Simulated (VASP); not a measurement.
Data:

```xyz
4
Lattice="2.2095 -3.7937 0.0000 2.2095 3.7937 0.0000 0.0000 0.0000 4.5449" Properties=species:S:1:pos:R:3 pbc="T T T"
Ga     2.2095     2.6126     4.1609
Ga     2.2095     1.1811     1.8885
Ga     2.2095    -1.1811     2.6564
Ga     2.2095    -2.6126     0.3840
```

All values below come from r2SCAN meta-GGA, VASP's PBE PAW potentials (set 64) (plane waves; VASP). Settings: 480 eV cut-off, 8×8×6 Γ-centred mesh, first-order Methfessel-Paxton smearing of 0.10 eV, potentials Ga_d.

Each row applies one change to this cell, which was relaxed at other settings and keeps the small stress of the first row; at a fixed cut-off the stress holds a Pulay part, so it need not integrate to ΔE exactly. Stress is in GPa, positive when the cell is compressed.

| change | ΔE (meV/atom) | σxx | σyy | σzz | largest shear component, with its sign (GPa) | largest force (eV/Å) |
|---|---|---|---|---|---|---|
| none | 0.0 | 0.29 | 0.55 | 0.45 | 0.00 | 0.015 |
| atom 4 (Ga) moved by -0.100 Å along y | ___ | ___ | ___ | ___ | ___ | ___ |
| uniaxial strain of +4.0 % along z | 7.9 | -1.71 | 0.21 | -3.69 | 0.00 | 0.088 |
| uniaxial strain of -2.0 % along y | ___ | ___ | ___ | ___ | ___ | ___ |
| uniaxial strain of -1.5 % along x | 2.1 | 2.13 | 0.96 | 1.45 | 0.00 | 0.077 |
| atom 2 (Ga) moved by 0.100 Å along z | 5.9 | 0.02 | 1.30 | 0.64 | 0.36 | 0.467 |
| atom 4 (Ga) moved by -0.200 Å along x | 17.0 | 1.58 | 0.57 | 0.75 | -0.46 | 0.771 |

### Question
Some entries are withheld; supply them.

### Answer

- atom 4 (Ga) moved by -0.100 Å along y, ΔE (meV/atom): 9.3
- atom 4 (Ga) moved by -0.100 Å along y, σxx: -0.33
- atom 4 (Ga) moved by -0.100 Å along y, σyy: 2.10
- atom 4 (Ga) moved by -0.100 Å along y, σzz: 0.09
- atom 4 (Ga) moved by -0.100 Å along y, largest shear component, with its sign (GPa): 0.62
- atom 4 (Ga) moved by -0.100 Å along y, largest force (eV/Å): 0.815
- uniaxial strain of -2.0 % along y, ΔE (meV/atom): 5.7
- uniaxial strain of -2.0 % along y, σxx: 0.70
- uniaxial strain of -2.0 % along y, σyy: 4.38
- uniaxial strain of -2.0 % along y, σzz: 0.71
- uniaxial strain of -2.0 % along y, largest shear component, with its sign (GPa): 0.00
- uniaxial strain of -2.0 % along y, largest force (eV/Å): 0.139

Failed runs are left out, and for metals the shear rows, which the mesh's noise covers.

The compound is Ga in the alpha structure.
